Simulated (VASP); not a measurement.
Calculation: PBEsol GGA, VASP's PBE PAW potentials (set 64) (plane waves; VASP).

VASP ran on this input.

**POSCAR**
```
MgSr3O4
1
   -0.0000000000     2.4619678510     2.4619678510
    2.4619678510    -0.0000000000     2.4619678510
    9.8634970925     9.8634970925    -0.0156256885
Sr O Mg
3 4 1
Direct
  0.0232876308   0.0232876308   0.9825342769
  0.0000000000   0.0000000000   0.2500000000
  0.9767123692   0.9767123692   0.5174657231
  0.5115965124   0.5115965124   0.1163026157
  0.4884034876   0.4884034876   0.3836973843
  0.4668311088   0.4668311088   0.6498766684
  0.5331688912   0.5331688912   0.8501233316
  0.0000000000   0.0000000000   0.7500000000
```

**INCAR**
```
! general
SYSTEM   =  MgSr3O4
PREC     =  Accurate
ENCUT    =  520
LREAL    =  F
LASPH    =  T

! electronic loop
EDIFF    =  1E-7
NELM     =  100
ALGO     =  Normal
LMAXMIX  =  4

! smearing
ISMEAR   =  -5

! functional
GGA      =  PS

! ions
ISIF     =  2

! output
LWAVE    =  F
LCHARG   =  T
LORBIT   =  11
NEDOS    =  601
```

### KPOINTS
```
Automatic mesh
0
Gamma
9 9 3
0 0 0
```

POTCAR, in this order: Sr_sv O Mg (PBE.64 set). Program: vasp_std.

Output

### OUTCAR
```
 ion  position               nearest neighbor table
   1  0.023  0.023  0.983-   7 2.51   7 2.51   7 2.51   4 2.52   4 2.52   4 2.52   8 3.33   8 3.33
                             8 3.33   2 3.65   2 3.65   2 3.65   2 5.05   2 5.05   2 5.05
   2  0.000  0.000  0.250-   4 2.52   5 2.52   4 2.52   5 2.52   5 2.52   4 2.52   1 3.65   3 3.65
                             1 3.65   3 3.65   3 3.65   1 3.65   3 5.05   1 5.05   1 5.05   3 5.05
   3  0.977  0.977  0.517-   6 2.51   6 2.51   6 2.51   5 2.52   5 2.52   5 2.52   8 3.33   8 3.33
                             8 3.33   2 3.65   2 3.65   2 3.65   2 5.05   2 5.05   2 5.05
   4  0.512  0.512  0.116-   2 2.52   2 2.52   2 2.52   1 2.52   1 2.52   1 2.52
   5  0.488  0.488  0.384-   2 2.52   2 2.52   2 2.52   3 2.52   3 2.52   3 2.52
   6  0.467  0.467  0.650-   8 2.31   8 2.31   8 2.31   3 2.51   3 2.51   3 2.51
   7  0.533  0.533  0.850-   8 2.31   8 2.31   8 2.31   1 2.51   1 2.51   1 2.51
   8  0.000  0.000  0.750-   6 2.31   7 2.31   7 2.31   7 2.31   6 2.31   6 2.31   1 3.33   3 3.33
                             1 3.33   3 3.33   1 3.33   3 3.33
  LATTYP: Found a trigonal (rhomboedric) cell.
 ALAT       =    11.5743050312
 COS(alpha) =     0.9547545504
 Subroutine PRICEL returns:
 Original cell was already a primitive cell.
 Subroutine GETGRP returns: Found 12 space group operations
The static configuration has the point symmetry C_3v.
 The point group associated with its full space group is D_3d.
The dynamic configuration has the point symmetry C_3v.
 Subroutine INISYM returns: Found 12 space group operations
 Subroutine IBZKPT returns following result:
 Found     57 irreducible k-points:

 Following reciprocal coordinates:
            Coordinates               Weight
  0.000000  0.000000  0.000000      1.000000
  0.111111  0.000000  0.000000      4.000000
  0.222222  0.000000 -0.000000      4.000000
  0.333333  0.000000 -0.000000      6.000000
  0.444444  0.000000 -0.000000      4.000000
  0.111111  0.111111  0.000000      2.000000
  0.222222  0.111111  0.000000      4.000000
  0.333333  0.111111 -0.000000      8.000000
  0.444444  0.111111 -0.000000      4.000000
 -0.444444  0.111111 -0.000000      4.000000
 -0.333333  0.111111 -0.000000      8.000000
 -0.222222  0.111111 -0.000000      4.000000
 -0.111111  0.111111  0.000000      2.000000
  0.222222  0.222222 -0.000000      2.000000
  0.333333  0.222222 -0.000000      8.000000
  0.444444  0.222222 -0.000000      4.000000
 -0.444444  0.222222  0.000000      4.000000
 -0.333333  0.222222 -0.000000      8.000000
 -0.222222  0.222222  0.000000      2.000000
  0.333333  0.333333 -0.000000      6.000000
  0.444444  0.333333 -0.000000      8.000000
 -0.444444  0.333333 -0.000000      8.000000
 -0.333333  0.333333  0.000000      6.000000
  0.444444  0.444444 -0.000000      2.000000
 -0.444444  0.444444  0.000000      2.000000
  0.000000  0.000000  0.333333      2.000000
  0.111111  0.000000  0.333333      4.000000
  0.222222  0.000000  0.333333      4.000000
  0.444444  0.000000  0.333333      4.000000
 -0.444444  0.000000  0.333333      4.000000
 -0.333333  0.000000  0.333333      6.000000
 -0.222222  0.000000  0.333333      4.000000
 -0.111111  0.000000  0.333333      4.000000
  0.111111  0.111111  0.333333      2.000000
  0.222222  0.111111  0.333333      4.000000
  0.444444  0.111111  0.333333      4.000000
 -0.444444  0.111111  0.333333      4.000000
 -0.333333  0.111111  0.333333      8.000000
 -0.222222  0.111111  0.333333      4.000000
 -0.111111  0.111111  0.333333      4.000000
   k-points           NKPTS =     57   k-points in BZ     NKDIM =     57   number of bands    NBANDS=     33
   number of dos      NEDOS =    601   number of ions     NIONS =      8
   total plane-waves  NPLWV =  84672
   dimension x,y,z NGX =    28 NGY =   28 NGZ =  108
   dimension x,y,z NGXF=    56 NGYF=   56 NGZF=  216
   ions per type =               3   4   1
   PREC   = accura    normal or accurate (medium, high low for compatibility)
...
```

### OSZICAR
```
       N       E                     dE             d eps       ncg     rms          rms(c)
DAV:   1     0.370807885567E+03    0.37081E+03   -0.30007E+04  3762   0.163E+03
DAV:   2    -0.320139750664E+02   -0.40282E+03   -0.39646E+03  5270   0.351E+02
DAV:   3    -0.559993975536E+02   -0.23985E+02   -0.23943E+02  5416   0.846E+01
DAV:   4    -0.567126384321E+02   -0.71324E+00   -0.71260E+00  5740   0.123E+01
DAV:   5    -0.567290024064E+02   -0.16364E-01   -0.16363E-01  5121   0.148E+00    0.357E+01
DAV:   6    -0.497022425610E+02    0.70268E+01   -0.49885E+01  3848   0.308E+01    0.430E+01
DAV:   7    -0.497824310817E+02   -0.80189E-01   -0.30842E+00  5265   0.822E+00    0.344E+01
DAV:   8    -0.496008452694E+02    0.18159E+00   -0.52213E+00  4499   0.116E+01    0.108E+01
DAV:   9    -0.493551755613E+02    0.24567E+00   -0.10053E+00  4776   0.586E+00    0.466E+00
DAV:  10    -0.493546713642E+02    0.50420E-03   -0.64405E-02  4788   0.140E+00    0.337E+00
DAV:  11    -0.493438953558E+02    0.10776E-01   -0.24571E-02  5315   0.832E-01    0.185E+00
DAV:  12    -0.493415865002E+02    0.23089E-02   -0.76172E-03  5524   0.500E-01    0.153E+00
DAV:  13    -0.493380144729E+02    0.35720E-02   -0.99406E-03  5491   0.564E-01    0.445E-01
DAV:  14    -0.493378584938E+02    0.15598E-03   -0.30572E-03  5260   0.267E-01    0.132E-01
DAV:  15    -0.493378709812E+02   -0.12487E-04   -0.10888E-04  5420   0.564E-02    0.835E-02
DAV:  16    -0.493378609812E+02    0.10000E-04   -0.45237E-05  5596   0.334E-02    0.281E-02
DAV:  17    -0.493378614447E+02   -0.46348E-06   -0.67443E-06  5194   0.119E-02    0.117E-02
DAV:  18    -0.493378612046E+02    0.24004E-06   -0.12565E-06  4276   0.576E-03    0.439E-03
DAV:  19    -0.493378611376E+02    0.66978E-07   -0.11815E-07  3120   0.252E-03
   1 F= -.49337861E+02 E0= -.49337861E+02  d E =0.000000E+00
```

OUTCAR:
```
------------------------ aborting loop because EDIFF is reached ----------------------------------------
  FORCE on cell =-STRESS in cart. coord.  units (eV):
  Direction    XX          YY          ZZ          XY          YZ          ZX
  --------------------------------------------------------------------------------------
  Total       -0.0547545     -0.0547545     -0.0547545     -0.0051992      0.0051992      0.0051992
  in kB       -0.7330961     -0.7330961     -0.7330961     -0.0696114      0.0696114      0.0696114
  external PRESSURE =      -0.7330961 kB  Pullay stress =       0.0000000 kB
  volume of cell :      119.67
      direct lattice vectors                 reciprocal lattice vectors
     0.000000000  2.461967851  2.461967851    -0.202928834  0.203250312  0.202928834
     2.461967851  0.000000000  2.461967851     0.203250312 -0.202928834  0.202928834
     9.863497092  9.863497092 -0.015625688     0.050651839  0.050651839 -0.050651839
 POSITION                                       TOTAL-FORCE (eV/Angst)
 -----------------------------------------------------------------------------------
      9.74856      9.74856      0.09931        -0.000114     -0.000114      0.000114
      2.46587      2.46587     -0.00391         0.000000     -0.000000     -0.000000
      7.50866      7.50866      4.80118         0.000114      0.000114     -0.000114
      2.40668      2.40668      2.51725         0.001155      0.001155     -0.001155
      4.98703      4.98703      2.39887        -0.001155     -0.001155      0.001155
      7.55938      7.55938      2.28849        -0.007122     -0.007122      0.007122
      9.69783      9.69783      2.61201         0.007122      0.007122     -0.007122
      7.39762      7.39762     -0.01172         0.000000     -0.000000     -0.000000
 -----------------------------------------------------------------------------------
    total drift:                                0.000000     -0.000000      0.000000
  FREE ENERGIE OF THE ION-ELECTRON SYSTEM (eV)
  ---------------------------------------------------
  free  energy   TOTEN  =       -49.3378611376 eV

  energy  without entropy=      -49.3378611376  energy(sigma->0) =      -49.33786114

 total charge

# of ion       s       p       d       tot
------------------------------------------
    1        2.020   5.795   0.293   8.109
    2        2.020   5.796   0.290   8.106
    3        2.020   5.795   0.293   8.109
    4        1.550   3.424   0.000   4.974
    5        1.550   3.424   0.000   4.974
    6        1.546   3.408   0.000   4.954
    7        1.546   3.408   0.000   4.954
    8        0.126   0.119   0.040   0.284
--------------------------------------------------
tot         12.378  31.169   0.916  44.464
```
(Selected blocks of OUTCAR.)

The structure was generated: MgSr3O4 was put into an ordered model structure (R-3m), which need not be its known phase. It was relaxed first.
